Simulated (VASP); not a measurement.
Elastic constants (GPa) of a crystal from VASP with PBEsol GGA, VASP's PBE PAW potentials (set 64):

```tsv
	xx	yy	zz	yz	xz	xy
xx	24.8	6.6	6.6	0.0	0.0	0.0
yy	6.6	24.8	6.6	0.0	0.0	0.0
zz	6.6	6.6	24.8	0.0	0.0	0.0
yz	0.0	0.0	0.0	7.1	0.0	0.0
xz	0.0	0.0	0.0	0.0	7.1	0.0
xy	0.0	0.0	0.0	0.0	0.0	7.1
```

Problem. Work out the Voigt, Reuss and Hill moduli, Young's modulus and Poisson's ratio.

Solution. All eigenvalues are positive (smallest 7.1 GPa), so the crystal is stable. K_V = (C11+C22+C33+2(C12+C13+C23))/9 = (74.4 + 2×19.8)/9 = 12.7 GPa; G_V = (74.4 − 19.8 + 3×21.3)/15 = 7.9 GPa. From the compliances, K_R = 12.7 GPa and G_R = 7.8 GPa. Hill: K = 12.7 GPa, G = 7.8 GPa, E = 9KG/(3K+G) = 19.5 GPa, ν = (3K−2G)/(2(3K+G)) = 0.243. K/G = 1.62, below Pugh's 1.75; universal anisotropy A^U = 0.07.

Problem. With a density of 4.68 g/cm³, what are the mean sound speeds?

Solution. v_l = √((K+4G/3)/ρ) = 2.22 km/s and v_t = √(G/ρ) = 1.29 km/s. The crystal is CsI (CsCl type), cubic.

The compound is CsI in the CsCl type structure. It was relaxed first.
